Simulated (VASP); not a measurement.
The input files of a VASP run:

**KPOINTS**
```
Automatic mesh
0
Gamma
5 5 5
0 0 0
```

### INCAR
```
SYSTEM = InSb
PREC = Accurate
ENCUT = 400
EDIFF = 1E-6
NELM = 60
ALGO = Normal
LREAL = .FALSE.
LASPH = .TRUE.
ISMEAR = 0
SIGMA = 0.05
GGA = PE
LMAXMIX = 4
LWAVE = .FALSE.
LCHARG = .FALSE.
ISIF = 2
IMIX = 1
AMIX = 1.5
BMIX = 0.0001
```

### POSCAR
```
InSb
1
    0.0000000000     3.2400000000     3.2400000000
    3.2400000000     0.0000000000     3.2400000000
    3.2400000000     3.2400000000     0.0000000000
In Sb
1 1
Direct
  0.0000000000   0.0000000000   0.0000000000
  0.2500000000   0.2500000000   0.2500000000
```

POTCAR, in this order: In_d Sb (PBE.64 set). Program: vasp_std.

Output

standard output:
```
...
DAV:  21    -0.839156928530E+04    0.14547E+04   -0.58218E+04   520   0.100E+03    0.446E+03
DAV:  22    -0.990806723302E+04   -0.15165E+04   -0.91367E+04   448   0.126E+03    0.439E+03
DAV:  23    -0.844084403494E+04    0.14672E+04   -0.58551E+04   520   0.101E+03    0.436E+03
DAV:  24    -0.995888298018E+04   -0.15180E+04   -0.91672E+04   448   0.126E+03    0.385E+03
DAV:  25    -0.840596514466E+04    0.15529E+04   -0.58488E+04   520   0.101E+03    0.360E+03
DAV:  26    -0.991376023049E+04   -0.15078E+04   -0.91990E+04   464   0.126E+03    0.411E+03
DAV:  27    -0.840720218201E+04    0.15066E+04   -0.57940E+04   520   0.101E+03    0.436E+03
DAV:  28    -0.990145439455E+04   -0.14943E+04   -0.91707E+04   472   0.128E+03    0.431E+03
DAV:  29    -0.837620161323E+04    0.15253E+04   -0.58203E+04   520   0.100E+03    0.429E+03
DAV:  30    -0.991242094793E+04   -0.15362E+04   -0.92505E+04   488   0.125E+03    0.446E+03
DAV:  31    -0.840603433032E+04    0.15064E+04   -0.58386E+04   520   0.102E+03    0.455E+03
DAV:  32    -0.989141502489E+04   -0.14854E+04   -0.91471E+04   464   0.126E+03    0.457E+03
DAV:  33    -0.844009351979E+04    0.14513E+04   -0.58578E+04   520   0.102E+03    0.458E+03
DAV:  34    -0.993393145517E+04   -0.14938E+04   -0.91490E+04   456   0.125E+03    0.468E+03
DAV:  35    -0.841793878792E+04    0.15160E+04   -0.58408E+04   520   0.102E+03    0.473E+03
DAV:  36    -0.990405921331E+04   -0.14861E+04   -0.91109E+04   456   0.128E+03    0.418E+03
DAV:  37    -0.839953694267E+04    0.15045E+04   -0.58424E+04   520   0.993E+02    0.391E+03
DAV:  38    -0.995360289238E+04   -0.15541E+04   -0.92037E+04   464   0.126E+03    0.492E+03
DAV:  39    -0.848299062447E+04    0.14706E+04   -0.58980E+04   520   0.102E+03    0.544E+03
DAV:  40    -0.997199848096E+04   -0.14890E+04   -0.92576E+04   480   0.126E+03    0.460E+03
DAV:  41    -0.843385284246E+04    0.15381E+04   -0.58423E+04   520   0.101E+03    0.419E+03
DAV:  42    -0.990319316853E+04   -0.14693E+04   -0.92059E+04   470   0.126E+03    0.397E+03
DAV:  43    -0.839310169966E+04    0.15101E+04   -0.58321E+04   520   0.101E+03    0.386E+03
DAV:  44    -0.992470557538E+04   -0.15316E+04   -0.92308E+04   472   0.127E+03    0.375E+03
DAV:  45    -0.836553364707E+04    0.15592E+04   -0.57667E+04   520   0.101E+03    0.369E+03
DAV:  46    -0.993053168144E+04   -0.15650E+04   -0.91785E+04   464   0.127E+03    0.432E+03
DAV:  47    -0.842916903137E+04    0.15014E+04   -0.58492E+04   520   0.103E+03    0.463E+03
DAV:  48    -0.989937673822E+04   -0.14702E+04   -0.91135E+04   456   0.126E+03    0.471E+03
DAV:  49    -0.839689457265E+04    0.15025E+04   -0.58141E+04   520   0.103E+03    0.475E+03
DAV:  50    -0.995211653573E+04   -0.15552E+04   -0.91234E+04   464   0.128E+03    0.463E+03
DAV:  51    -0.847250527489E+04    0.14796E+04   -0.58609E+04   520   0.101E+03    0.457E+03
DAV:  52    -0.100112706788E+05   -0.15388E+04   -0.92431E+04   472   0.126E+03    0.487E+03
DAV:  53    -0.847895355029E+04    0.15323E+04   -0.58697E+04   520   0.101E+03    0.502E+03
DAV:  54    -0.999108326617E+04   -0.15121E+04   -0.91504E+04   448   0.125E+03    0.520E+03
DAV:  55    -0.848485950158E+04    0.15062E+04   -0.59082E+04   520   0.103E+03    0.529E+03
DAV:  56    -0.996774091224E+04   -0.14829E+04   -0.91226E+04   440   0.125E+03    0.523E+03
DAV:  57    -0.847333586448E+04    0.14944E+04   -0.58737E+04   520   0.103E+03    0.520E+03
DAV:  58    -0.999278488005E+04   -0.15194E+04   -0.92602E+04   480   0.125E+03    0.476E+03
DAV:  59    -0.844284239347E+04    0.15499E+04   -0.58611E+04   520   0.984E+02    0.453E+03
DAV:  60    -0.992191035891E+04   -0.14791E+04   -0.91180E+04   448   0.128E+03

 -----------------------------------------------------------------------------
|                                                                             |
|           W    W    AA    RRRRR   N    N  II  N    N   GGGG   !!!           |
|           W    W   A  A   R    R  NN   N  II  NN   N  G    G  !!!           |
|           W    W  A    A  R    R  N N  N  II  N N  N  G       !!!           |
|           W WW W  AAAAAA  RRRRR   N  N N  II  N  N N  G  GGG   !            |
|           WW  WW  A    A  R   R   N   NN  II  N   NN  G    G                |
|           W    W  A    A  R    R  N    N  II  N    N   GGGG   !!!           |
|                                                                             |
|     The electronic self-consistency was not achieved in the given           |
|     number of steps (NELM). The forces and other quantities evaluated       |
|     might not be reliable so examine the results carefully. If you find     |
|     spurious results, we suggest increasing NELM, if you were close to      |
|     convergence or switching to a different ALGO or adjusting the           |
|     density mixing parameters otherwise.                                    |
|                                                                             |
 -----------------------------------------------------------------------------

   1 F= -.99219104E+04 E0= -.99219104E+04  d E =-.167751E-37
```

**OUTCAR**
```
------------------------ aborting loop EDIFF was not reached (unconverged)  ----------------------------
  FORCE on cell =-STRESS in cart. coord.  units (eV):
  Direction    XX          YY          ZZ          XY          YZ          ZX
  --------------------------------------------------------------------------------------
  Total     1253.6885704   1253.6885704   1253.6885704     -0.0000000      0.0000000      0.0000000
  in kB    29528.0809401  29528.0809401  29528.0809401     -0.0000000      0.0000000      0.0000000
  external PRESSURE =   29528.0809401 kB  Pullay stress =       0.0000000 kB
  volume of cell :       68.02
      direct lattice vectors                 reciprocal lattice vectors
     0.000000000  3.240000000  3.240000000    -0.154320988  0.154320988  0.154320988
     3.240000000  0.000000000  3.240000000     0.154320988 -0.154320988  0.154320988
     3.240000000  3.240000000  0.000000000     0.154320988  0.154320988 -0.154320988
  FREE ENERGIE OF THE ION-ELECTRON SYSTEM (eV)
  ---------------------------------------------------
  free  energy   TOTEN  =     -9921.9103589110 eV

  energy  without entropy=    -9921.9103589110  energy(sigma->0) =    -9921.91035891
```
(Selected blocks of OUTCAR.)

Task: Read input and log: which fault does this run have?
A. simple mixing (IMIX = 1) with AMIX above 1 overshoots
B. POTIM is too large for the ionic optimiser
C. LDA potentials were taken and GGA is not set, so the run is LDA and not PBE
D. the tetrahedron method needs a mesh, and KPOINTS holds a single point

Result: A, simple mixing (IMIX = 1) with AMIX above 1 overshoots. The run did not converge; its last values are not results. Against the sound run, the energy per atom (σ→0) decreases by 4957.529 eV/atom; the pressure rises by 2949.55 GPa; the band gap increases by 1.04 eV.

To mend it, remove IMIX, remove AMIX, remove BMIX.

The mended run (PBE GGA, plane waves, VASP's PBE PAW potentials (set 64)) converges, and its OSZICAR ends with
```
   1 F= -.68524082E+01 E0= -.68520997E+01  d E =-.617049E-03
```

The compound is InSb in the zinc blende structure. The cell was not relaxed at this level.
